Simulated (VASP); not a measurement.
Data:

```
LiH
1.0
    0.00000     2.04000     2.04000
    2.04000     0.00000     2.04000
    2.04000     2.04000     0.00000
Li H
1 1
Cartesian
  0.00000   0.00000   0.00000
  2.04000   2.04000   2.04000
```

These are PBE GGA, VASP's PBE PAW potentials (set 64) (plane waves; VASP) values and carry that method's errors. Numerical set-up: 520 eV cut-off, 10×10×10 Γ-centred mesh, Gaussian smearing of 0.050 eV, potentials Li H.

Q: What does the run give for the energy per atom (σ→0), pressure, band gap (on the k-mesh) with the smallest direct gap where there is one?

A: 
```yaml
band gap (on the k-mesh): 3.03 eV
smallest direct gap (on the k-mesh): 3.03 eV
energy per atom (σ→0): -3.054 eV/atom
pressure: -1.71 GPa
```

The compound is LiH in the rock salt structure. The cell was not relaxed at this level. The run is one of a series of settings (POTCAR Li H (PBE.64 set) against the base run), some of them coarse on purpose.
